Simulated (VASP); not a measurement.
Input:

```
CSi
1.0
    1.53989    -2.66717     0.00000
    1.53989     2.66717     0.00000
    0.00000     0.00000    15.11657
Si C
6 6
Direct
  0.00000   0.00000   0.99984
  0.00000   0.00000   0.49984
  0.66667   0.33333   0.83311
  0.33333   0.66667   0.33311
  0.66667   0.33333   0.16662
  0.33333   0.66667   0.66662
  0.00000   0.00000   0.87446
  0.00000   0.00000   0.37446
  0.66667   0.33333   0.70808
  0.33333   0.66667   0.20808
  0.66667   0.33333   0.04159
  0.33333   0.66667   0.54159
```

Method: PBEsol GGA, VASP's PBE PAW potentials (set 64) (plane waves; VASP). Run with 520 eV cut-off, Gaussian smearing of 0.050 eV, potentials Si C.

What does the run give for the band gap (along the path) with the smallest direct gap where there is one?

```yaml
band gap (along the path): 1.91 eV
smallest direct gap (along the path): 3.02 eV
```

The absolute energy has meaning only against runs of the same code, potentials and settings.

The compound is SiC in the 6h structure. It was relaxed first.
